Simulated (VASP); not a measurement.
Computed with r2SCAN meta-GGA, VASP's PBE PAW potentials (set 64) (plane waves; VASP). Each cell was relaxed at this level, without spin-orbit coupling.

Question: Which of these comes out without a gap?
A. BeTe, F-43m (216)
B. Be, P6_3/mmc (194)
C. AlN, P6_3mc (186)
D. RbBr, Fm-3m (225)

Answer: B, Be, P6_3/mmc (194). The others have gaps of 4.93 eV (AlN, P6_3mc (186)), 4.89 eV (RbBr, Fm-3m (225)), 2.37 eV (BeTe, F-43m (216)).
